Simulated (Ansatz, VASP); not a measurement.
**Two plane-wave programs on HfMg3**

```xyz
4
Lattice="-2.1809 2.1809 4.3931 2.1809 -2.1809 4.3931 2.1809 2.1809 -4.3931" Properties=species:S:1:pos:R:3 pbc="T T T"
Hf    0.0000    0.0000    0.0000
Mg    0.0000    2.1809    2.1965
Mg    2.1809    0.0000    2.1965
Mg    0.0000    0.0000    4.3931
```

Change from the starting cell: volume scaled by 0.94.

Alike in both runs: task single point; functional PBE; k mesh 8 × 8 × 8; occupations fermi-dirac, width 0.05 eV; no spin polarisation.

|  | VASP | Ansatz |
| --- | --- | --- |
| version | VASP 6.6.1 | Ansatz 0.2.0 |
| potentials or method | VASP PAW PBE potentials, release 64 (Hf_pv, Mg) | Ansatz PAW |
| plane-wave cutoff (eV) | 520 | 420 |
| valence electrons in the cell | 16 | 56 |

Ansatz gave:

* gap on the k mesh at the Fermi level (eV): none
* pressure (GPa): 3.6
* largest component of the traceless stress (GPa): 1.42

Q: What did VASP give for the same quantities?

A: gap on the k mesh at the Fermi level (eV): none; pressure (GPa): 3.5; largest component of the traceless stress (GPa): 1.45.

A gap of «none» marks a metal or a gap that the smearing closes. With one functional, cell and mesh, what is left measures potentials, basis and numerics. The two sets of potentials don't hold the same shells in valence.

The runs have no spin-orbit coupling, so splittings on Hf are missing.
